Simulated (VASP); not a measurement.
Calculation: LDA (Ceperley-Alder, Perdew-Zunger), VASP's LDA PAW potentials (set 64) (plane waves; VASP).

The input files of a VASP run:

File KPOINTS:
```
Automatic mesh
0
Gamma
5 5 5
0 0 0
```

**INCAR**
```
# general
SYSTEM   =  CdS
PREC     =  Accurate
ENCUT    =  300
LREAL    =  .FALSE.   # projection in real space or not
LASPH    =  .TRUE.   # aspherical one-centre terms

# electronic loop
EDIFF    =  1E-6   # SCF stop (eV)
NELM     =  100   # most electronic steps
ALGO     =  Normal   # blocked Davidson
LMAXMIX  =  4   # l cut-off of mixed one-centre charges

# smearing
ISMEAR   =  -1   # Fermi-Dirac
SIGMA    =  0.05   # width (eV)

# ions
ISIF     =  2

# output
LWAVE    =  .FALSE.
LCHARG   =  .FALSE.
```

POSCAR:
```
CdS
1.0
  0.0000000000   2.9100000000   2.9100000000
  2.9100000000   0.0000000000   2.9100000000
  2.9100000000   2.9100000000   0.0000000000
Cd S
1 1
Direct
  0.0058270000  -0.0069250000   0.0046430000
  0.2441730000   0.2569250000   0.2453570000
```

POTCAR, in this order: Cd S (LDA.64 set). Program: vasp_std.

**Question.** What will the output report for the number of irreducible k-points (NKPTS), largest plane-wave count, number of space-group operations, FFT grid (NGX, NGY, NGZ)?

**Answer.** 
* **number of irreducible k-points (NKPTS)**: 63
* **largest plane-wave count**: 592
* **number of space-group operations**: 1
* **FFT grid (NGX, NGY, NGZ)**: 24 × 24 × 24

The structure is a typed CdS crystal. The cell was not relaxed at this level, atoms are displaced from their ideal sites.
